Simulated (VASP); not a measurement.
Computed with PBEsol GGA, VASP's PBE PAW potentials (set 64) (plane waves; VASP).

VASP ran on this input.

POSCAR:
```
Ta
1.0
 -1.6500000000   1.6500000000   1.6500000000
  1.6500000000  -1.6500000000   1.6500000000
  1.6500000000   1.6500000000  -1.6500000000
Ta
1
direct
  0.0000000000   0.0000000000   0.0000000000
```

INCAR:
```
SYSTEM = Ta
PREC = Accurate; ENCUT = 480; LREAL = .FALSE.
LASPH = .TRUE.
EDIFF = 1E-6; NELM = 100; ALGO = Normal
LMAXMIX = 6
ISMEAR = 1; SIGMA = 0.1
GGA = PS
IBRION = 2; NSW = 60; ISIF = 3
EDIFFG = -0.01
LWAVE = .FALSE.; LCHARG = .FALSE.
```

KPOINTS:
```
Automatic mesh
0
Gamma
14 14 14
0 0 0
```

POTCAR, in this order: Ta_pv (PBE.64 set). Program: vasp_std.

Output of the run:

**OUTCAR**
```
 ion  position               nearest neighbor table
   1  0.000  0.000  0.000-
  LATTYP: Found a body centered cubic cell.
 ALAT       =     3.3000000000
 Subroutine PRICEL returns:
 Original cell was already a primitive cell.
 Subroutine GETGRP returns: Found 48 space group operations
The static configuration has the point symmetry O_h .
The dynamic configuration has the point symmetry O_h .
 Subroutine INISYM returns: Found 48 space group operations
 Subroutine IBZKPT returns following result:
 Found    104 irreducible k-points:

 Following reciprocal coordinates:
            Coordinates               Weight
  0.000000  0.000000  0.000000      1.000000
  0.071429  0.000000  0.000000     12.000000
  0.142857  0.000000  0.000000     12.000000
  0.214286  0.000000  0.000000     12.000000
  0.285714  0.000000  0.000000     12.000000
  0.357143  0.000000  0.000000     12.000000
  0.428571  0.000000  0.000000     12.000000
  0.500000  0.000000  0.000000      6.000000
  0.071429  0.071429  0.000000     24.000000
  0.142857  0.071429  0.000000     48.000000
  0.214286  0.071429  0.000000     48.000000
  0.285714  0.071429 -0.000000     48.000000
  0.357143  0.071429  0.000000     48.000000
  0.428571  0.071429  0.000000     48.000000
  0.142857  0.142857  0.000000     24.000000
  0.214286  0.142857 -0.000000     48.000000
  0.285714  0.142857  0.000000     48.000000
  0.357143  0.142857 -0.000000     48.000000
  0.428571  0.142857 -0.000000     24.000000
  0.214286  0.214286  0.000000     24.000000
  0.285714  0.214286 -0.000000     48.000000
  0.357143  0.214286  0.000000     48.000000
  0.285714  0.285714  0.000000     24.000000
  0.357143  0.285714 -0.000000     24.000000
  0.071429  0.071429  0.071429      8.000000
  0.142857  0.071429  0.071429     24.000000
  0.214286  0.071429  0.071429     24.000000
  0.285714  0.071429  0.071429     24.000000
  0.357143  0.071429  0.071429     24.000000
  0.428571  0.071429  0.071429     12.000000
 -0.071429  0.071429  0.071429      6.000000
  0.142857  0.142857  0.071429     24.000000
  0.214286  0.142857  0.071429     48.000000
  0.285714  0.142857  0.071429     48.000000
  0.357143  0.142857  0.071429     48.000000
 -0.142857  0.142857  0.071429     24.000000
  0.214286  0.214286  0.071429     24.000000
  0.285714  0.214286  0.071429     48.000000
  0.357143  0.214286  0.071429     24.000000
 -0.214286  0.214286  0.071429     24.000000
   k-points           NKPTS =    104   k-points in BZ     NKDIM =    104   number of bands    NBANDS=      9
   number of dos      NEDOS =    301   number of ions     NIONS =      1
   total plane-waves  NPLWV =   8000
   dimension x,y,z NGX =    20 NGY =   20 NGZ =   20
   dimension x,y,z NGXF=    40 NGYF=   40 NGZF=   40
   ions per type =               1
   PREC   = accura    normal or accurate (medium, high low for compatibility)
   ISTART =      0    job   : 0-new  1-cont  2-samecut
   ICHARG =      2    charge: 1-file 2-atom 10-const
   ISPIN  =      1    spin polarized calculation?
   LNONCOLLINEAR =      F non collinear calculations
   LSORBIT =      F    spin-orbit coupling
   INIWAV =      1    electr: 0-lowe 1-rand  2-diag
   ENCUT  =  480.0 eV  35.28 Ry    5.94 a.u.   5.11  5.11  5.11*2*pi/ulx,y,z
   NELM   =    100;   NELMIN=  2; NELMDL= -5     # of ELM steps
   EDIFF  = 0.1E-05   stopping-criterion for ELM
   LREAL  =      F    real-space projection
   NLSPLINE    = F    spline interpolate recip. space projectors
   LMAXMIX     =    6 max onsite mixed and CHGCAR
   VOSKOWN=      0    Vosko Wilk Nusair interpolation
...
```

### OSZICAR
```
       N       E                     dE             d eps       ncg     rms          rms(c)
DAV:   1     0.410492116495E+02    0.41049E+02   -0.63075E+03  1880   0.110E+03
DAV:   2    -0.124298982389E+02   -0.53479E+02   -0.52633E+02  2432   0.235E+02
DAV:   3    -0.130581796914E+02   -0.62828E+00   -0.60778E+00  2138   0.249E+01
DAV:   4    -0.130618236029E+02   -0.36439E-02   -0.36400E-02  2094   0.167E+00
DAV:   5    -0.130618486496E+02   -0.25047E-04   -0.25046E-04  2115   0.120E-01    0.139E+01
DAV:   6    -0.126746014479E+02    0.38725E+00   -0.43162E-01  1941   0.782E+00    0.673E+00
DAV:   7    -0.125568023298E+02    0.11780E+00   -0.33125E-01  1968   0.647E+00    0.378E-01
DAV:   8    -0.125547492450E+02    0.20531E-02   -0.16092E-03  2074   0.527E-01    0.826E-02
DAV:   9    -0.125547205317E+02    0.28713E-04   -0.12034E-04  2054   0.149E-01    0.309E-02
DAV:  10    -0.125547184184E+02    0.21132E-05   -0.26604E-06  1921   0.256E-02    0.123E-02
DAV:  11    -0.125547189020E+02   -0.48355E-06   -0.71712E-08   983   0.300E-03
   1 F= -.12554719E+02 E0= -.12554849E+02  d E =-.125547E+02
       N       E                     dE             d eps       ncg     rms          rms(c)
DAV:   1    -0.127049781740E+02   -0.15026E+00   -0.53626E+00  1901   0.335E+01    0.380E+00
DAV:   2    -0.125722389427E+02    0.13274E+00   -0.17440E-01  1900   0.552E+00    0.129E+00
DAV:   3    -0.125407155418E+02    0.31523E-01   -0.99986E-02  1937   0.400E+00    0.522E-01
DAV:   4    -0.125412295143E+02   -0.51397E-03   -0.12531E-03  2180   0.392E-01    0.585E-02
DAV:   5    -0.125412028493E+02    0.26665E-04   -0.16348E-04  1945   0.160E-01    0.279E-02
DAV:   6    -0.125412042386E+02   -0.13893E-05   -0.99764E-07  1782   0.137E-02    0.301E-03
DAV:   7    -0.125412042732E+02   -0.34563E-07   -0.28028E-08   969   0.194E-03
   2 F= -.12541204E+02 E0= -.12541250E+02  d E =0.135146E-01
       N       E                     dE             d eps       ncg     rms          rms(c)
DAV:   1    -0.126407099228E+02   -0.99506E-01   -0.28363E+00  1902   0.251E+01    0.266E+00
DAV:   2    -0.125723916574E+02    0.68318E-01   -0.94927E-02  1904   0.389E+00    0.910E-01
DAV:   3    -0.125571081399E+02    0.15284E-01   -0.49327E-02  1939   0.273E+00    0.328E-01
DAV:   4    -0.125573277224E+02   -0.21958E-03   -0.63587E-04  2139   0.281E-01    0.316E-02
DAV:   5    -0.125573277357E+02   -0.13295E-07   -0.40493E-05  1964   0.750E-02    0.192E-02
DAV:   6    -0.125573276082E+02    0.12754E-06   -0.86391E-07  1393   0.118E-02
   3 F= -.12557328E+02 E0= -.12557459E+02  d E =-.260871E-02
```

File OUTCAR:
```
------------------------ aborting loop because EDIFF is reached ----------------------------------------
  FORCE on cell =-STRESS in cart. coord.  units (eV):
  Direction    XX          YY          ZZ          XY          YZ          ZX
  --------------------------------------------------------------------------------------
  Total       -0.0040601     -0.0040601     -0.0040601     -0.0000000      0.0000000      0.0000000
  in kB       -0.3673486     -0.3673486     -0.3673486     -0.0000000      0.0000000      0.0000000
  external PRESSURE =      -0.3673486 kB  Pullay stress =       0.0000000 kB
  volume of cell :       17.71
      direct lattice vectors                 reciprocal lattice vectors
    -1.641983696  1.641983696  1.641983696     0.000000000  0.304509723  0.304509723
     1.641983696 -1.641983696  1.641983696     0.304509723  0.000000000  0.304509723
     1.641983696  1.641983696 -1.641983696     0.304509723  0.304509723  0.000000000
 POSITION                                       TOTAL-FORCE (eV/Angst)
 -----------------------------------------------------------------------------------
     -0.00000      0.00000      0.00000        -0.000000     -0.000000      0.000000
 -----------------------------------------------------------------------------------
    total drift:                                0.000000     -0.000000      0.000000
  FREE ENERGIE OF THE ION-ELECTRON SYSTEM (eV)
  ---------------------------------------------------
  free  energy   TOTEN  =       -12.5573276082 eV

  energy  without entropy=      -12.5577223968  energy(sigma->0) =      -12.55745920

 reached required accuracy - stopping structural energy minimisation
```
(Selected blocks of OUTCAR.)

**CONTCAR**
```
Ta
   1.00000000000000
    -1.6419836959878680    1.6419836959878680    1.6419836959878680
     1.6419836959878680   -1.6419836959878680    1.6419836959878680
     1.6419836959878680    1.6419836959878680   -1.6419836959878680
  Ta
     1
Direct
     0.0000000000000000    0.0000000000000000    0.0000000000000000
```

The compound is Ta in the bcc structure. This run relaxes it. Symmetry was kept, so distortions that lower it aren't found.
